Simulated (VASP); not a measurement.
An input for Quantum ESPRESSO's pw.x (written as the equivalent of a VASP run, and not itself run):

```
&CONTROL
  calculation = 'scf'
  pseudo_dir = './pseudo'
  outdir = './out'
  tprnfor = .true.
  tstress = .true.
/
&SYSTEM
  ibrav = 0
  nat = 2
  ntyp = 2
  ecutwfc = 60.3
  occupations = 'smearing'
  smearing = 'gaussian'
  degauss = 0.003675
  input_dft = 'vdw-df-ob86'
/
&ELECTRONS
  conv_thr = 7.3e-09
  electron_maxstep = 100
/
ATOMIC_SPECIES
  Tl 204.380 Tl.upf
  Cl 35.450 Cl.upf
CELL_PARAMETERS angstrom
     3.7712880    0.0000000    0.0000000
     0.0000000    3.7712880    0.0000000
     0.0000000    0.0000000    3.7712880
ATOMIC_POSITIONS crystal
  Tl   0.0000000  0.0000000  0.0000000
  Cl   0.5000000  0.5000000  0.5000000
K_POINTS automatic
  7 7 7 0 0 0
```

Translate this input to VASP (INCAR, KPOINTS, POSCAR, choice of POTCAR).

This is not unique; one that fits is 
INCAR:
```
SYSTEM = TlCl
PREC = Accurate
ENCUT = 520
EDIFF = 1E-7
NELM = 100
ALGO = Normal
LREAL = .FALSE.
LASPH = .TRUE.
ISMEAR = 0
SIGMA = 0.05
GGA = MK
PARAM1 = 0.1234
PARAM2 = 1.0
LUSE_VDW = .TRUE.
AGGAC = 0.0
LMAXMIX = 4
LWAVE = .FALSE.
LCHARG = .FALSE.
ISIF = 2
```

File KPOINTS:
```
Automatic mesh
0
Gamma
7 7 7
0 0 0
```

File POSCAR:
```
TlCl
7.5425760
  0.5000000018   0.0000000000   0.0000000000
  0.0000000000   0.5000000018   0.0000000000
  0.0000000000   0.0000000000   0.5000000018
Tl Cl
1 1
Cart
  0.0000000000   0.0000000000   0.0000000000
  0.2500000009   0.2500000009   0.2500000009
```

POTCAR, in this order: Tl_d Cl (PBE.64 set). Program: vasp_std.

Limits of the translation: the potentials are each code's own (VASP's PAW set, PseudoDojo norm-conserving files in pw.x), so ENCUT and ecutwfc are chosen apart and not converted; conv_thr bounds pw.x's estimated SCF error, while EDIFF bounds the energy change between steps.

The compound is TlCl in the CsCl type structure. This cell is one point of a volume scan, at 0.97 of the reference volume.
